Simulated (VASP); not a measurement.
Given:

```
CELL_PARAMETERS angstrom
     -2.82500     2.82500     2.82500
      2.82500    -2.82500     2.82500
      2.82500     2.82500    -2.82500
ATOMIC_POSITIONS crystal
  Rb 0.00000 0.00000 0.00000
```

Level of theory: PBE GGA, VASP's PBE PAW potentials (set 64) (plane waves; VASP). Settings: 480 eV cut-off, 8×8×8 Γ-centred mesh, first-order Methfessel-Paxton smearing of 0.10 eV, potentials Rb_sv.

Task: The ions, cell shape and volume are relaxed. Which structure does the run end with?

Result: 
```
CELL_PARAMETERS angstrom
     -2.83619     2.83619     2.83619
      2.83619    -2.83619     2.83619
      2.83619     2.83619    -2.83619
ATOMIC_POSITIONS crystal
  Rb 0.00000 0.00000 0.00000
```
Space group Im-3m (229), at a tolerance of 0.03 Å.

Task: How do energy and volume change from the first to the last step?

Result: The energy (σ→0) changes by -0.1 meV/atom and the volume by +1.2 %, in 3 ionic steps.

```
step  E(σ→0) (eV)  max force (eV/Å)  pressure (GPa)  volume (Å³)
----  -----------  ----------------  --------------  -----------
1         -0.9289             0.000            0.04        90.18
2         -0.9289             0.000            0.03        90.45
3         -0.9290             0.000            0.00        91.26
```

The compound is Rb in the bcc structure. This run relaxes it. Symmetry was kept, so distortions that lower it aren't found.
